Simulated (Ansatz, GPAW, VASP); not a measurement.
# One calculation of Sn3Se, 3 ways

```
Sn Se
1.0
     0.00000    3.73314    3.73314
     3.73314    0.00000    3.73314
     3.73314    3.73314    0.00000
Sn Se
3 1
Cartesian
  3.7331 3.7331 3.7331
  5.5997 5.5997 5.5997
  1.8666 1.8666 1.8666
  0.0000 0.0000 0.0000
```

The cell comes from a database or a generator and needn't be the stable form of this composition.

Alike in all runs: task single point; functional PBEsol; k mesh 6 × 6 × 6; occupations fermi-dirac, width 0.05 eV; no spin polarisation; no spin-orbit coupling. A missing gap at this level doesn't show that the real crystal is a metal. Pressure is positive in compression and, in plane waves, holds the error of the finite cutoff, which Ansatz's Pulay term estimates and takes out.

| program and potentials | plane-wave cutoff (eV) | notes | band gap (eV) | pressure (GPa) |
| --- | --- | --- | --- | --- |
| Ansatz, Ansatz PAW | 420 | potentials made for PBE, which Ansatz adapts in part; 14.5 valence electrons an atom on average; Pulay term of +0.03 GPa included | no gap | -3.19 |
| VASP, PBE PAW files Se, Sn_d, 520 eV | 520 | potentials made for PBE; 12 valence electrons an atom on average | ? | ? |
| GPAW, PAW data sets generated for this functional | 600 | 12 valence electrons an atom on average | no gap | -3.40 |

Question: Estimate from the other rows what the run with VASP, PBE PAW files Se, Sn_d, 520 eV gave.

Answer: No band gap; pressure -3.21 GPa. The other rows, which needn't bracket it: pressure -3.40 to -3.19.
